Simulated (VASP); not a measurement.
The input files of a VASP run:

**INCAR**
```
SYSTEM = Re
PREC = Accurate; ENCUT = 180; LREAL = .FALSE.
LASPH = .TRUE.
EDIFF = 1E-6; NELM = 100; ALGO = Normal
LMAXMIX = 6
ISMEAR = 0; SIGMA = 0.136
GGA = PE
ISIF = 2
LWAVE = .FALSE.; LCHARG = .FALSE.
```

**POSCAR**
```
Re
1
    4.8615560000     0.0000000000     0.0000000000
   -2.4307780000     4.7526170000     0.0000000000
    0.0000000000     0.0000000000    16.6236000000
Re
8
Direct
  0.8941750000   0.0800160000   0.3609330000
  0.7890420000   0.5364180000   0.4006650000
  0.3505760000   0.9928190000   0.4403980000
  0.2454430000   0.4492200000   0.4801310000
  0.8069770000   0.9056210000   0.5198690000
  0.7018450000   0.3620230000   0.5596020000
  0.2633790000   0.8184240000   0.5993350000
  0.1582460000   0.2748250000   0.6390670000
```

### KPOINTS
```
kpoints
0
Gamma
  6 6 1
0 0 0
```

POTCAR, in this order: Re (PBE.64 set). Program: vasp_std.

Task: Translate this PBE calculation to Quantum ESPRESSO's pw.x.

Result: One equivalent input (not run):
```
&CONTROL
  calculation = 'scf'
  pseudo_dir = './pseudo'
  outdir = './out'
  tprnfor = .true.
  tstress = .true.
/
&SYSTEM
  ibrav = 0
  nat = 8
  ntyp = 1
  ecutwfc = 72
  occupations = 'smearing'
  smearing = 'gaussian'
  degauss = 0.009996
  input_dft = 'pbe'
/
&ELECTRONS
  conv_thr = 7.3e-08
  electron_maxstep = 100
/
ATOMIC_SPECIES
  Re 186.207 Re.upf
CELL_PARAMETERS angstrom
     4.8615560    0.0000000    0.0000000
    -2.4307780    4.7526170    0.0000000
     0.0000000    0.0000000   16.6236000
ATOMIC_POSITIONS crystal
  Re   0.8941750  0.0800160  0.3609330
  Re   0.7890420  0.5364180  0.4006650
  Re   0.3505760  0.9928190  0.4403980
  Re   0.2454430  0.4492200  0.4801310
  Re   0.8069770  0.9056210  0.5198690
  Re   0.7018450  0.3620230  0.5596020
  Re   0.2633790  0.8184240  0.5993350
  Re   0.1582460  0.2748250  0.6390670
K_POINTS automatic
  6 6 1 0 0 0
```
Limits of the translation: the potentials are each code's own (VASP's PAW set, PseudoDojo norm-conserving files in pw.x), so ENCUT and ecutwfc are chosen apart and not converted; conv_thr bounds pw.x's estimated SCF error, while EDIFF bounds the energy change between steps.

The cell is a sheet with vacuum, built from a database entry that may be metastable or hypothetical.
